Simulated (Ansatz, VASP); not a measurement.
**MoN2: VASP beside Ansatz**

```
Mo N
1.0
     2.75700    0.00000    0.00000
    -1.37850    2.38763    0.00000
     0.00000    0.00000    9.91000
Mo N
2 4
Direct
  0.33333 0.66667 0.25000
  0.66667 0.33333 0.75000
  0.33333 0.66667 0.62100
  0.66667 0.33333 0.12100
  0.33333 0.66667 0.87900
  0.66667 0.33333 0.37900
```

The cell was built by a generator and needn't be a form met in nature.

Alike in both runs: task single point; functional PBEsol; k mesh 9 × 9 × 2; occupations gaussian, width 0.1 eV; no spin polarisation.

|  | VASP | Ansatz |
| --- | --- | --- |
| version | VASP 6.6.1 | Ansatz 0.2.0 |
| potentials or method | VASP PAW PBE potentials, release 64 (Mo_sv, N) | scalar-relativistic, plane waves, PAW |
| plane-wave cutoff (eV) | 520 | 420 |
| valence electrons in the cell | 48 | 48 |

VASP gave:

- gap on the k mesh at the Fermi level (eV): none
- pressure (GPa): 10.3
- largest component of the traceless stress (GPa): 36.99
- rms of the force components (eV/Å): 0.854

Problem. What did Ansatz give for the same quantities?

Solution. gap on the k mesh at the Fermi level (eV): none; pressure (GPa): 9.7; largest component of the traceless stress (GPa): 36.73; rms of the force components (eV/Å): 0.878.

Atom by atom the forces differ by 0.025 eV/Å (rms over components). A gap of «none» marks a metal or a gap that the smearing closes.

Caveats: the PAW data sets were made with another functional, which shifts forces and pressure a little (VASP).
